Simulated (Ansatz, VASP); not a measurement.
# Cross-check of WC between VASP and Ansatz

Wanted: the spread between two codes on one cell, functional and k mesh. The cell is taken from a series of runs on this material, whose earlier steps may have relaxed, scaled, displaced or heated it; both programs get it as it stands.

Main program and level: Ansatz 0.2.0; plane waves, with VASP 6.6.1 beside it; zone-centre phonons at PBEsol.

## (1) The starting structure

The structure is tetragonal, space group P4/nmm (No. 129). The conventional cell has a = 3.034 Å, b = 3.034 Å, c = 4.463 Å, α = 90.00°, β = 90.00°, γ = 90.00°. Nearest to W lie 6 C at 2.16 to 2.24 Å. C has 6 W at 2.16 to 2.24 Å nearest. Farther neighbours are not listed.

## (2) VASP: zone-centre phonons, PBEsol

Second derivatives magnify differences that forces hide, and they need a tight electronic threshold.

Lines of VASP's logs that name or quote its potential files are left out, and so is its time.

INCAR

```
SYSTEM = WC
PREC = Accurate
ENCUT = 600
EDIFF = 1E-08
NELM = 120
ISMEAR = 1
SIGMA = 0.2
LREAL = .FALSE.
ALGO = Normal
GGA = PS
NBANDS = 16
LASPH = .TRUE.
LORBIT = 11
LWAVE = .FALSE.
LCHARG = .FALSE.
ISIF = 2
IBRION = 8
GGA_COMPAT = .FALSE.
KPAR = 2
```

POSCAR

```
WC
1.0
    3.0342346105      0.0000000000      0.0000000000
    0.0000000000      3.0342346105      0.0000000000
    0.0000000000      0.0000000000      4.4627674592
W C
2 2
Direct
    0.0000000000      0.5000000000      0.2800416420
    0.5000000000      0.0000000000      0.7199583580
    0.0000000000      0.5000000000      0.7777264660
    0.5000000000      0.0000000000      0.2222735340
```

KPOINTS

```
Automatic mesh
0
Gamma
14 14 10
0 0 0
```

PAW data sets: W and C (PBE family, release 64).

On the command line:

```console
mpirun -np 2 vasp_std
```

Numbers of over 12 decimals in the logs are rounded to 6 here.

Output:

```text
[banner, memory and clock lines left out]
running    2 mpi-ranks, on    1 nodes
 distrk:  each k-point on    1 cores,    2 groups
 distr:  one band on    1 cores,    1 groups

 POSCAR found type information on POSCAR W C
 POSCAR found :  2 types and       4 ions
|                                                                             |
|               ----> ADVICE to this user running VASP <----                  |
|                                                                             |
|     You enforced a specific xc type in the INCAR file but a different       |
|     [... a line on the potential file left out ...]
|     I HOPE YOU KNOW WHAT YOU ARE DOING!                                     |
|                                                                             |

 LDA part: xc-table for (Slater+PW92), standard interpolation
 POSCAR, INCAR and KPOINTS ok, starting setup
 FFT: planning ... GRIDC
 FFT: planning ... GRID_SOFT
 FFT: planning ... GRID
 WAVECAR not read
 entering main loop
       N       E                     dE             d eps       ncg     rms          rms(c)
DAV:   1     0.808306481426E+02    0.80831E+02   -0.10583E+04  6912   0.130E+03
DAV:   2    -0.449484152835E+02   -0.12578E+03   -0.12144E+03  8712   0.313E+02
DAV:   3    -0.526667228914E+02   -0.77183E+01   -0.74998E+01  9992   0.620E+01
DAV:   4    -0.527995801173E+02   -0.13286E+00   -0.13267E+00  7920   0.964E+00
DAV:   5    -0.528022456479E+02   -0.26655E-02   -0.26647E-02  9976   0.114E+00    0.489E+01
DAV:   6    -0.465352604646E+02    0.62670E+01   -0.29903E+01  9232   0.332E+01    0.164E+01
DAV:   7    -0.462995594444E+02    0.23570E+00   -0.18589E+00  7864   0.101E+01    0.115E+01
DAV:   8    -0.462349531549E+02    0.64606E-01   -0.23370E-01  9248   0.349E+00    0.145E+00
DAV:   9    -0.462263425855E+02    0.86106E-02   -0.44826E-02  8408   0.123E+00    0.432E-01
DAV:  10    -0.462260679128E+02    0.27467E-03   -0.36081E-03  9136   0.504E-01    0.804E-02
DAV:  11    -0.462259642831E+02    0.10363E-03   -0.40849E-04  9120   0.126E-01    0.220E-02
DAV:  12    -0.462259629471E+02    0.13360E-05   -0.20397E-05  8768   0.396E-02    0.130E-02
DAV:  13    -0.462259622575E+02    0.68956E-06   -0.31101E-06  9168   0.998E-03    0.355E-03
DAV:  14    -0.462259623756E+02   -0.11814E-06   -0.11867E-07  8624   0.308E-03    0.650E-04
DAV:  15    -0.462259623711E+02    0.45006E-08   -0.53017E-08  8264   0.138E-03
   1 F= -.46225962E+02 E0= -.46226619E+02  d E =0.197071E-02
 Linear response reoptimize wavefunctions to high precision
DAV:   1    -0.462259623721E+02   -0.93769E-09   -0.35583E-09  6104   0.458E-04
DAV:   2    -0.462259623721E+02   -0.34788E-10   -0.21084E-10  4800   0.126E-04
 Linear response DOF=           4
 Linear response progress:
  Degree of freedom:   1/  4
       N       E                     dE             d eps       ncg     rms          rms(c)
RMM:   1    -0.116293468584E+00   -0.11629E+00   -0.94884E-02 37627   0.193E+00
RMM:   2    -0.112853873657E+00    0.34396E-02   -0.36174E-03 28792   0.436E-01    0.156E-01
RMM:   3    -0.112541729251E+00    0.31214E-03   -0.48128E-04 30657   0.110E-01    0.878E-02
RMM:   4    -0.112546272028E+00   -0.45428E-05   -0.30233E-04 29524   0.108E-01    0.118E-02
RMM:   5    -0.112576758512E+00   -0.30486E-04   -0.14282E-05 33086   0.173E-02    0.317E-03
RMM:   6    -0.112585004134E+00   -0.82456E-05   -0.93486E-07 31332   0.277E-03    0.117E-03
RMM:   7    -0.112587682109E+00   -0.26780E-05   -0.25970E-07 32656   0.108E-03    0.591E-04
RMM:   8    -0.112589563848E+00   -0.18817E-05   -0.14079E-07 31875   0.660E-04    0.112E-04
RMM:   9    -0.112589763377E+00   -0.19953E-06   -0.63423E-08 33886   0.262E-04    0.460E-05
RMM:  10    -0.112589475116E+00    0.28826E-06    0.97104E-09 32483   0.146E-04    0.688E-06
RMM:  11    -0.112589470662E+00    0.44539E-08    0.71066E-08 36048   0.559E-05    0.211E-06
 first order change of Fermi-energy  -0.15166E-05
 force on displaced ion       1 direction 1 : -11.183   0.000   0.001
 Linear response progress:
  Degree of freedom:   2/  4
       N       E                     dE             d eps       ncg     rms          rms(c)
RMM:   1    -0.135009481936E+00   -0.13501E+00   -0.92743E-02 13816   0.196E+00
RMM:   2    -0.129828527275E+00    0.51810E-02   -0.42023E-03 10780   0.465E-01    0.171E-01
RMM:   3    -0.129529478433E+00    0.29905E-03   -0.50423E-04 11375   0.119E-01    0.104E-01
RMM:   4    -0.129561865398E+00   -0.32387E-04   -0.22252E-04 11083   0.857E-02    0.348E-02
RMM:   5    -0.129644999489E+00   -0.83134E-04   -0.51802E-05 11467   0.377E-02    0.129E-02
RMM:   6    -0.129667680689E+00   -0.22681E-04   -0.24515E-06 11991   0.930E-03    0.667E-03
RMM:   7    -0.129688501159E+00   -0.20820E-04   -0.37962E-07 11588   0.430E-03    0.671E-04
RMM:   8    -0.129687816059E+00    0.68510E-06   -0.12278E-07 12210   0.938E-04    0.464E-04
RMM:   9    -0.129687863548E+00   -0.47488E-07    0.63412E-08 12123   0.291E-04    0.110E-04
RMM:  10    -0.129687584539E+00    0.27901E-06   -0.44818E-08 12618   0.125E-04    0.283E-05
RMM:  11    -0.129687463935E+00    0.12060E-06    0.20315E-08 12872   0.632E-05    0.785E-06
RMM:  12    -0.129687423933E+00    0.40003E-07   -0.42203E-08 13058   0.434E-05    0.315E-06
RMM:  13    -0.129687425815E+00   -0.18820E-08   -0.32772E-08 12033   0.389E-05    0.648E-07
 first order change of Fermi-energy  -0.10222E+01
 force on displaced ion       1 direction 3 :   0.000   0.000 -15.126
 Linear response progress:
  Degree of freedom:   3/  4
       N       E                     dE             d eps       ncg     rms          rms(c)
RMM:   1    -0.124424223898E+00   -0.12442E+00    0.43137E-02 42976   0.208E+00
RMM:   2    -0.121902812012E+00    0.25214E-02   -0.42324E-03 29873   0.482E-01    0.178E-01
RMM:   3    -0.122198763240E+00   -0.29595E-03   -0.11708E-03 28711   0.193E-01    0.880E-02
RMM:   4    -0.123090130661E+00   -0.89137E-03   -0.72302E-04 29671   0.147E-01    0.204E-02
RMM:   5    -0.123053880888E+00    0.36250E-04   -0.31325E-05 31258   0.321E-02    0.359E-03
RMM:   6    -0.123091556885E+00   -0.37676E-04   -0.28481E-06 31954   0.838E-03    0.126E-03
RMM:   7    -0.123102534781E+00   -0.10978E-04   -0.34430E-07 32737   0.264E-03    0.839E-04
RMM:   8    -0.123093637954E+00    0.88968E-05    0.18364E-08 29976   0.143E-03    0.216E-04
RMM:   9    -0.123096933173E+00   -0.32952E-05   -0.17564E-08 30805   0.576E-04    0.772E-05
RMM:  10    -0.123096341544E+00    0.59163E-06    0.65693E-08 33884   0.160E-04    0.101E-05
RMM:  11    -0.123096244926E+00    0.96619E-07   -0.10395E-07 34840   0.607E-05    0.567E-06
RMM:  12    -0.123096305340E+00   -0.60415E-07    0.17812E-08 34413   0.419E-05    0.866E-07
RMM:  13    -0.123096302627E+00    0.27134E-08   -0.95991E-09 33464   0.326E-05    0.338E-07
 first order change of Fermi-energy  -0.34784E-04
 force on displaced ion       3 direction 1 : -11.633   0.000  -0.005
 Linear response progress:
  Degree of freedom:   4/  4
       N       E                     dE             d eps       ncg     rms          rms(c)
RMM:   1    -0.128352269491E+00   -0.12835E+00    0.68714E-02 15665   0.208E+00
RMM:   2    -0.127320679026E+00    0.10316E-02   -0.43950E-03 11036   0.498E-01    0.189E-01
RMM:   3    -0.127575456776E+00   -0.25478E-03   -0.14294E-03 10752   0.203E-01    0.958E-02
RMM:   4    -0.128251858294E+00   -0.67640E-03   -0.51817E-04 10968   0.123E-01    0.250E-02
RMM:   5    -0.128313011864E+00   -0.61154E-04   -0.24625E-05 11651   0.278E-02    0.131E-02
RMM:   6    -0.128336700659E+00   -0.23689E-04   -0.45233E-06 11695   0.914E-03    0.654E-03
RMM:   7    -0.128341173863E+00   -0.44732E-05    0.12234E-07 11680   0.314E-03    0.234E-03
RMM:   8    -0.128334647720E+00    0.65261E-05   -0.18770E-07 11603   0.185E-03    0.248E-04
RMM:   9    -0.128333663874E+00    0.98385E-06   -0.21432E-08 12492   0.366E-04    0.761E-05
RMM:  10    -0.128333859737E+00   -0.19586E-06   -0.35319E-08 12264   0.118E-04    0.139E-05
RMM:  11    -0.128333837984E+00    0.21754E-07    0.13032E-08 12996   0.430E-05    0.564E-06
RMM:  12    -0.128333850190E+00   -0.12207E-07   -0.18742E-08 12521   0.310E-05    0.843E-07
RMM:  13    -0.128333846347E+00    0.38434E-08   -0.79651E-09 11446   0.276E-05    0.334E-07
 first order change of Fermi-energy  -0.55974E+00
 force on displaced ion       3 direction 3 :   0.000   0.000  -8.794
 Linear response finished
```

Parts of OUTCAR (step 2):

```text
ion  position               nearest neighbor table
   1  0.000  0.500  0.280-   4 2.16   4 2.16   4 2.16   4 2.16   3 2.22   3 2.24   2 2.91   2 2.91
                             2 2.91   2 2.91   2 3.29   2 3.29   2 3.29   2 3.29
   2  0.500  0.000  0.720-   3 2.16   3 2.16   3 2.16   3 2.16   4 2.22   4 2.24   1 2.91   1 2.91
                             1 2.91   1 2.91   1 3.29   1 3.29   1 3.29   1 3.29
   3  0.000  0.500  0.778-   2 2.16   2 2.16   2 2.16   2 2.16   1 2.22   1 2.24
   4  0.500  0.000  0.222-   1 2.16   1 2.16   1 2.16   1 2.16   2 2.22   2 2.24

  LATTYP: Found a simple tetragonal cell.
 ALAT       =     3.0342346105
 C/A-ratio  =     1.4708050075

 Subroutine GETGRP returns: Found 16 space group operations
 (whereof  8 operations were pure point group operations)

The static configuration has the point symmetry D_2d.
 The point group associated with its full space group is D_4h.

 Found    216 irreducible k-points:

   k-points           NKPTS =    216   k-points in BZ     NKDIM =    216   number of bands    NBANDS=     16

   dimension x,y,z NGX =    24 NGY =   24 NGZ =   36
   dimension x,y,z NGXF=    48 NGYF=   48 NGZF=   72

   ENCUT  =  600.0 eV  44.10 Ry    6.64 a.u.   6.06  6.06  8.91*2*pi/ulx,y,z

   NELECT =      20.0000    total number of electrons

 k-points in reciprocal lattice and weights: Automatic mesh
   0.00000000  0.00000000  0.00000000       0.001
   0.07142857  0.00000000  0.00000000       0.002
   0.14285714  0.00000000  0.00000000       0.002
   0.21428571  0.00000000  0.00000000       0.002
   0.28571429  0.00000000  0.00000000       0.002
   0.35714286  0.00000000  0.00000000       0.002
   0.42857143  0.00000000  0.00000000       0.002
   0.50000000  0.00000000  0.00000000       0.001
   0.07142857  0.07142857  0.00000000       0.002
[...]
0.50000000  0.42857143  0.50000000       0.002
   0.50000000  0.50000000  0.50000000       0.001

 average (electrostatic) potential at core
       1 -36.8430       2 -36.8430       3 -46.0161       4 -46.0161

  Total        0.0512734      0.0512734     -0.0890856      0.0000000      0.0000000     -0.0000000
  in kB        1.9994034      1.9994034     -3.4738854      0.0000000      0.0000000     -0.0000000
  external PRESSURE =       0.1749738 kB  Pullay stress =       0.0000000 kB

  energy-cutoff  :      600.00
  volume of cell :       41.09
      direct lattice vectors                 reciprocal lattice vectors
     3.034234610  0.000000000  0.000000000     0.329572406  0.000000000  0.000000000
     0.000000000  3.034234610  0.000000000     0.000000000  0.329572406  0.000000000
     0.000000000  0.000000000  4.462767459     0.000000000  0.000000000  0.224076206

 POSITION                                       TOTAL-FORCE (eV/Angst)
 -----------------------------------------------------------------------------------
      0.00000      1.51712      1.24976         0.000000      0.000000      0.052149
      1.51712      0.00000      3.21301         0.000000      0.000000     -0.052149
      0.00000      1.51712      3.47081         0.000000      0.000000      0.010214
      1.51712      0.00000      0.99196        -0.000000     -0.000000     -0.010214
 -----------------------------------------------------------------------------------
    total drift:                                0.000000      0.000000      0.000000

 Eigenvectors and eigenvalues of the dynamical matrix
 ----------------------------------------------------

   1 f  =   16.429360 THz   103.228714 2PiTHz  548.024462 cm-1    67.946343 meV
             X         Y         Z           dx          dy          dz
      0.000000  1.517117  1.249761    -0.142973   -0.000495   -0.000000
      1.517117  0.000000  3.213007     0.142973    0.000495    0.000000
      0.000000  1.517117  3.470812    -0.692498   -0.002398   -0.000000
      1.517117  0.000000  0.991955     0.692498    0.002398    0.000000

   2 f  =   16.429360 THz   103.228714 2PiTHz  548.024462 cm-1    67.946343 meV
             X         Y         Z           dx          dy          dz
      0.000000  1.517117  1.249761    -0.000495    0.142973    0.000000
      1.517117  0.000000  3.213007     0.000495   -0.142973   -0.000000
      0.000000  1.517117  3.470812    -0.002398    0.692498    0.000000
      1.517117  0.000000  0.991955     0.002398   -0.692498   -0.000000

   3 f  =   15.986771 THz   100.447843 2PiTHz  533.261271 cm-1    66.115941 meV
             X         Y         Z           dx          dy          dz
      0.000000  1.517117  1.249761    -0.000000   -0.000000   -0.113090
      1.517117  0.000000  3.213007     0.000000    0.000000    0.113090
      0.000000  1.517117  3.470812    -0.000000   -0.000000    0.698005
      1.517117  0.000000  0.991955     0.000000    0.000000   -0.698005

   4 f  =   15.110550 THz    94.942385 2PiTHz  504.033692 cm-1    62.492185 meV
             X         Y         Z           dx          dy          dz
      0.000000  1.517117  1.249761    -0.040667   -0.170412   -0.000000
      1.517117  0.000000  3.213007    -0.040667   -0.170412    0.000000
      0.000000  1.517117  3.470812     0.159018    0.666347    0.000000
      1.517117  0.000000  0.991955     0.159018    0.666347   -0.000000

   5 f  =   15.110550 THz    94.942385 2PiTHz  504.033692 cm-1    62.492185 meV
             X         Y         Z           dx          dy          dz
      0.000000  1.517117  1.249761    -0.170412    0.040667    0.000000
      1.517117  0.000000  3.213007    -0.170412    0.040667    0.000000
      0.000000  1.517117  3.470812     0.666347   -0.159018   -0.000000
      1.517117  0.000000  0.991955     0.666347   -0.159018    0.000000

   6 f  =   10.735292 THz    67.451828 2PiTHz  358.090793 cm-1    44.397580 meV
             X         Y         Z           dx          dy          dz
      0.000000  1.517117  1.249761     0.000000    0.000000    0.175581
      1.517117  0.000000  3.213007     0.000000    0.000000    0.175581
      0.000000  1.517117  3.470812    -0.000000   -0.000000   -0.684961
      1.517117  0.000000  0.991955    -0.000000   -0.000000   -0.684961

   7 f  =    5.222164 THz    32.811826 2PiTHz  174.192651 cm-1    21.597126 meV
             X         Y         Z           dx          dy          dz
      0.000000  1.517117  1.249761    -0.000000   -0.000000    0.698005
      1.517117  0.000000  3.213007     0.000000    0.000000   -0.698005
      0.000000  1.517117  3.470812     0.000000    0.000000    0.113090
      1.517117  0.000000  0.991955     0.000000    0.000000   -0.113090

   8 f  =    2.208938 THz    13.879165 2PiTHz   73.682233 cm-1     9.135428 meV
             X         Y         Z           dx          dy          dz
      0.000000  1.517117  1.249761     0.583758   -0.372539    0.000000
      1.517117  0.000000  3.213007    -0.583758    0.372539    0.000000
      0.000000  1.517117  3.470812    -0.120522    0.076914   -0.000000
      1.517117  0.000000  0.991955     0.120522   -0.076914   -0.000000

   9 f  =    2.208938 THz    13.879165 2PiTHz   73.682233 cm-1     9.135428 meV
             X         Y         Z           dx          dy          dz
      0.000000  1.517117  1.249761     0.372539    0.583758   -0.000000
      1.517117  0.000000  3.213007    -0.372539   -0.583758   -0.000000
      0.000000  1.517117  3.470812    -0.076914   -0.120522   -0.000000
      1.517117  0.000000  0.991955     0.076914    0.120522   -0.000000

  10 f/i=    0.002021 THz     0.012697 2PiTHz    0.067408 cm-1     0.008358 meV
             X         Y         Z           dx          dy          dz
      0.000000  1.517117  1.249761     0.470401    0.498025   -0.000000
      1.517117  0.000000  3.213007     0.470401    0.498025   -0.000000
      0.000000  1.517117  3.470812     0.120301    0.127365   -0.000000
      1.517117  0.000000  0.991955     0.120301    0.127365   -0.000000

  11 f/i=    0.002021 THz     0.012697 2PiTHz    0.067408 cm-1     0.008358 meV
             X         Y         Z           dx          dy          dz
      0.000000  1.517117  1.249761    -0.498025    0.470401   -0.000000
      1.517117  0.000000  3.213007    -0.498025    0.470401   -0.000000
      0.000000  1.517117  3.470812    -0.127365    0.120301   -0.000000
      1.517117  0.000000  0.991955    -0.127365    0.120301   -0.000000

  12 f/i=    0.007452 THz     0.046820 2PiTHz    0.248559 cm-1     0.030817 meV
             X         Y         Z           dx          dy          dz
      0.000000  1.517117  1.249761    -0.000000   -0.000000   -0.684961
      1.517117  0.000000  3.213007    -0.000000   -0.000000   -0.684961
      0.000000  1.517117  3.470812    -0.000000   -0.000000   -0.175581
      1.517117  0.000000  0.991955    -0.000000   -0.000000   -0.175581

 ELASTIC MODULI CONTR FROM IONIC RELAXATION (kBar)
 Direction    XX          YY          ZZ          XY          YZ          ZX
 --------------------------------------------------------------------------------
 XX        -522.1726   -522.1726    716.5480      0.0000      0.0000     -0.0000
 YY        -522.1726   -522.1726    716.5480      0.0000      0.0000     -0.0000
 ZZ         716.5480    716.5480  -1469.3757      0.0000      0.0000      0.0000
 XY           0.0000      0.0000      0.0000      0.0000      0.0000      0.0000
 YZ           0.0000      0.0000      0.0000      0.0000   -308.1336      0.0000
 ZX          -0.0000     -0.0000      0.0000      0.0000      0.0000    -97.6161
 --------------------------------------------------------------------------------
```

(Continued in part 2 of 2.)

[Lines on the potential files, build, host, timing and source positions are cut from VASP's logs without a mark.]

[Logs are printed without paths, hosts, clocks, repeated set-up lines and the standing remarks that a program may print on its own settings, such as how far it seeks lower states.]

[Hosts, paths, dates, database ids (printed as entryN), source tags and the programs' standing remarks are cut or masked in the printed files.]
